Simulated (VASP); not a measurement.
A convergence study with VASP on AgI (zinc blende): a few settings are varied, all else stays as given below, so the limit is that of these other settings. The cell's lengths are 1 % over those of the tabulated start and one atom is moved, so it is off equilibrium.

```
CELL_PARAMETERS angstrom
      0.00000     3.28250     3.28250
      3.28250     0.00000     3.28250
      3.28250     3.28250     0.00000
ATOMIC_POSITIONS crystal
  Ag 0.00000 0.00000 0.00000
  I  0.24077 0.25923 0.25923
```

Level of theory: PBE GGA, VASP's PBE PAW potentials (set 64) (plane waves; VASP). The last row used: 900 eV cut-off, 6×6×6 Γ-centred mesh, Gaussian smearing of 0.050 eV, potentials Ag_pv I.

Gaps are read on the run's mesh, which can miss a band edge. Energies of different potentials or hybrids have different zeros.

| setting | E (eV/atom) | pressure (GPa) | gap on the mesh (eV) | plane waves |
|---|---|---|---|---|
| ENCUT = 300, POTCAR Ag I | -2.3940 | 0.73 | 1.308 | 869 |
| ENCUT = 400, POTCAR Ag I | -2.3912 | 0.69 | 1.315 | 1303 |
| ENCUT = 520, POTCAR Ag I | -2.3914 | [?] | 1.316 | 1932 |
| ENCUT = 700, POTCAR Ag I | -2.3914 | 0.81 | 1.316 | 2993 |
| ENCUT = 900, POTCAR Ag I | -2.3912 | 0.81 | 1.316 | 4356 |
| ENCUT = 300, POTCAR Ag_pv I | -2.3714 | -1.98 | 1.304 | 869 |
| ENCUT = 400, POTCAR Ag_pv I | -2.3811 | 0.38 | 1.300 | 1303 |
| ENCUT = 520, POTCAR Ag_pv I | -2.3812 | 0.72 | 1.308 | 1932 |
| ENCUT = 700, POTCAR Ag_pv I | -2.3816 | 0.86 | 1.308 | 2993 |
| ENCUT = 900, POTCAR Ag_pv I | -2.3817 | 0.90 | 1.309 | 4356 |

Task: Fill in the missing entries.

Result: 
- ENCUT = 520, POTCAR Ag I, pressure (GPa): 0.79

Left out are rungs that failed or repeat a setting and relaxations that didn't move; long series are thinned to 24 rows.

The compound is AgI in the zinc blende structure, whereas wurtzite is the usual form. The cell was not relaxed at this level, it is distorted from the ideal structure.
